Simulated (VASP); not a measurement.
OSZICAR of a VASP run on LiH (rock salt):

OSZICAR:
```
       N       E                     dE             d eps       ncg     rms          rms(c)
DAV:   1    -0.213346876007E+01   -0.21335E+01   -0.14850E+03   696   0.625E+02
DAV:   2    -0.718576609749E+01   -0.50523E+01   -0.49396E+01   930   0.703E+01
DAV:   3    -0.729084664164E+01   -0.10508E+00   -0.10508E+00   846   0.971E+00
DAV:   4    -0.729210548104E+01   -0.12588E-02   -0.12588E-02   912   0.944E-01
DAV:   5    -0.729211406677E+01   -0.85857E-05   -0.85857E-05   840   0.527E-02    0.269E+00
DAV:   6    -0.674981003367E+01    0.54230E+00   -0.17651E-01  1026   0.360E+00    0.178E+00
DAV:   7    -0.701281511086E+01   -0.26301E+00   -0.84398E-01   852   0.483E+00    0.981E-01
DAV:   8    -0.656850304636E+01    0.44431E+00   -0.22065E-01   690   0.406E+00    0.220E-01
DAV:   9    -0.667901160651E+01   -0.11051E+00   -0.78523E-02   696   0.325E+00    0.888E-02
DAV:  10    -0.670580199824E+01   -0.26790E-01   -0.31488E-02   690   0.165E+00    0.895E-02
DAV:  11    -0.670648697279E+01   -0.68497E-03   -0.11222E-03   840   0.323E-01    0.170E-02
DAV:  12    -0.670651640331E+01   -0.29431E-04   -0.16062E-04   684   0.186E-01    0.101E-02
DAV:  13    -0.670660069772E+01   -0.84294E-04   -0.12628E-04   684   0.144E-01    0.166E-03
DAV:  14    -0.670664855614E+01   -0.47858E-04   -0.11101E-05   756   0.504E-02    0.758E-04
DAV:  15    -0.670664623906E+01    0.23171E-05   -0.91822E-07   864   0.114E-02    0.107E-03
DAV:  16    -0.670664767671E+01   -0.14376E-05   -0.27569E-07   738   0.441E-03    0.356E-04
DAV:  17    -0.670664803790E+01   -0.36120E-06   -0.19104E-07   738   0.501E-03    0.265E-05
DAV:  18    -0.670664823768E+01   -0.19977E-06   -0.24945E-09   396   0.712E-04    0.135E-05
DAV:  19    -0.670664812628E+01    0.11140E-06   -0.57253E-10   342   0.356E-04    0.676E-06
DAV:  20    -0.670664819402E+01   -0.67742E-07   -0.17044E-10   336   0.173E-04
   1 F= -.67066482E+01 E0= -.67066482E+01  d E =-.873328E-27
```

Q: Which electronic solver shows in the log?

A: It is blocked Davidson (ALGO = Normal, or the opening steps of other solvers). The INCAR had ALGO = Normal.

Q: Can the final energy be trusted as converged?

A: Self-consistency was reached. It stopped with EDIFF = 1E-7, NELM = 100 (r2SCAN+rVV10, plane waves, VASP's PBE PAW potentials (set 64)).

The compound is LiH in the rock salt structure. This cell is one point of a volume scan, at 1.06 of the reference volume.
